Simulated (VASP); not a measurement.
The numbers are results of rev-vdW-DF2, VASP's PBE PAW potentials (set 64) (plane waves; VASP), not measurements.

A VASP calculation is set up with these files.

POSCAR:
```
CsSnI3
1
    6.2082129639     0.0000000000     0.0000000000
    0.0000000000     6.2082129639     0.0000000000
    0.0000000000     0.0000000000     6.2082129639
Cs Sn I
1 1 3
Direct
  0.0000000000   0.0000000000   0.0000000000
  0.5000000000   0.5000000000   0.5000000000
  0.5000000000   0.0000000000   0.5000000000
  0.0000000000   0.5000000000   0.5000000000
  0.5000000000   0.5000000000   0.0000000000
```

KPOINTS:
```
k-points along high-symmetry lines
15
Line-mode
Reciprocal
  0.000000   0.000000   0.000000 ! GAMMA
  0.000000   0.500000   0.000000 ! X

  0.000000   0.500000   0.000000 ! X
  0.500000   0.500000   0.000000 ! M

  0.500000   0.500000   0.000000 ! M
  0.000000   0.000000   0.000000 ! GAMMA

  0.000000   0.000000   0.000000 ! GAMMA
  0.500000   0.500000   0.500000 ! R

  0.500000   0.500000   0.500000 ! R
  0.000000   0.500000   0.000000 ! X

  0.500000   0.500000   0.500000 ! R
  0.500000   0.500000   0.000000 ! M
```

### INCAR
```
! general
SYSTEM    =  CsSnI3
PREC      =  Accurate
ENCUT     =  520   ! plane-wave cut-off (eV)
LREAL     =  F   ! projection in real space or not
LASPH     =  T   ! aspherical one-centre terms
ICHARG    =  11   ! fixed density

! electronic loop
EDIFF     =  1E-7   ! SCF stop (eV)
NELM      =  100
ALGO      =  Normal   ! blocked Davidson
LMAXMIX   =  4   ! l cut-off of mixed one-centre charges

! smearing
ISMEAR    =  0   ! Gaussian
SIGMA     =  0.05   ! width (eV)

! functional
GGA       =  MK
LUSE_VDW  =  T
AGGAC     =  0.0
PARAM1    =  0.1234568
PARAM2    =  0.7114
ZAB_VDW   =  -1.8867

! output
LWAVE     =  F
LCHARG    =  F
LORBIT    =  11   ! lm-projected
```

POTCAR, in this order: Cs_sv Sn_d I (PBE.64 set). Program: vasp_std. Read from the step before: CHGCAR.

Output

### OUTCAR
```
 ion  position               nearest neighbor table
   1  0.000  0.000  0.000-
   2  0.500  0.500  0.500-   3 3.10   4 3.10   5 3.10   5 3.10   3 3.10   4 3.10
   3  0.500  0.000  0.500-   2 3.10   2 3.10
   4  0.000  0.500  0.500-   2 3.10   2 3.10
   5  0.500  0.500  0.000-   2 3.10   2 3.10
  LATTYP: Found a simple cubic cell.
 ALAT       =     6.2082129639
 Subroutine PRICEL returns:
 Original cell was already a primitive cell.
 Subroutine GETGRP returns: Found 48 space group operations
The static configuration has the point symmetry O_h .
The dynamic configuration has the point symmetry O_h .
 Subroutine INISYM returns: Found 48 space group operations
   k-points           NKPTS =     90   k-points in BZ     NKDIM =     90   number of bands    NBANDS=     26
   number of dos      NEDOS =    301   number of ions     NIONS =      5
   total plane-waves  NPLWV = 110592
   dimension x,y,z NGX =    48 NGY =   48 NGZ =   48
   dimension x,y,z NGXF=    96 NGYF=   96 NGZF=   96
   ions per type =               1   1   3
   PREC   = accura    normal or accurate (medium, high low for compatibility)
   ISTART =      0    job   : 0-new  1-cont  2-samecut
   ICHARG =     11    charge: 1-file 2-atom 10-const
   ISPIN  =      1    spin polarized calculation?
   LNONCOLLINEAR =      F non collinear calculations
...
```

OSZICAR:
```
       N       E                     dE             d eps       ncg     rms          rms(c)
DAV:   1     0.365422408163E+03    0.36542E+03   -0.18389E+04  4680   0.153E+03
DAV:   2     0.425462867588E+02   -0.32288E+03   -0.31598E+03  5622   0.308E+02
DAV:   3    -0.828216081138E+00   -0.43375E+02   -0.42653E+02  5644   0.124E+02
DAV:   4    -0.264343144522E+01   -0.18152E+01   -0.17937E+01  5610   0.284E+01
DAV:   5    -0.270235202817E+01   -0.58921E-01   -0.58861E-01  7260   0.515E+00
DAV:   6    -0.270299972319E+01   -0.64770E-03   -0.64763E-03  5952   0.444E-01
DAV:   7    -0.270302671236E+01   -0.26989E-04   -0.26988E-04  7342   0.847E-02
DAV:   8    -0.270302701300E+01   -0.30065E-06   -0.30054E-06  5944   0.790E-03
DAV:   9    -0.270302702180E+01   -0.87971E-08   -0.89380E-08  4502   0.146E-03
   1 F= -.27030270E+01 E0= -.27030270E+01  d E =-.775794E-08
```

File OUTCAR:
```
 val. band max:        2.7080973205   @ k =   0.5000   0.5000   0.5000

 cond. band min:       3.0684737539   @ k =   0.5000   0.5000   0.5000



 k-point     1 :       0.0000    0.0000    0.0000
  band No.  band energies     occupation
      1     -19.5272      2.00000
      2     -19.3651      2.00000
      3     -19.3651      2.00000
      4     -19.3427      2.00000
      5     -19.3427      2.00000
      6     -19.3427      2.00000
      7     -10.5261      2.00000
      8      -9.8084      2.00000
      9      -9.8084      2.00000
     10      -6.2992      2.00000
     11      -6.2992      2.00000
     12      -6.2992      2.00000
     13      -3.5718      2.00000
     14      -1.9291      2.00000
     15      -1.9291      2.00000
     16      -1.9291      2.00000
     17       0.4396      2.00000
     18       0.4396      2.00000
     19       0.4396      2.00000
     20       0.5996      2.00000
     21       0.5996      2.00000
     22       0.5996      2.00000
     23       4.7369      0.00000
     24       5.6883      0.00000
     25       5.6883      0.00000
     26       6.1647      0.00000

 k-point     2 :       0.0000    0.0357    0.0000
  band No.  band energies     occupation
      1     -19.5272      2.00000
      2     -19.3651      2.00000
      3     -19.3651      2.00000
      4     -19.3427      2.00000
      5     -19.3427      2.00000
      6     -19.3426      2.00000
      7     -10.5244      2.00000
      8      -9.8104      2.00000
      9      -9.8083      2.00000
     10      -6.2991      2.00000
     11      -6.2991      2.00000
     12      -6.2990      2.00000
     13      -3.5920      2.00000
     14      -1.9278      2.00000
     15      -1.9278      2.00000
     16      -1.8978      2.00000
     17       0.4373      2.00000
     18       0.4374      2.00000
     19       0.4374      2.00000
     20       0.5971      2.00000
     21       0.5971      2.00000
     22       0.5971      2.00000
     23       4.7508      0.00000
...
```

The density is held fixed in this step, so its total energy and stress have no physical meaning. Unless said otherwise, spin-orbit coupling is left out, though it shifts the bands of the heavy elements here.

The compound is CsSnI3 in the cubic perovskite structure, the ideal cubic form; the compound distorts at low or room temperature. It was relaxed first.
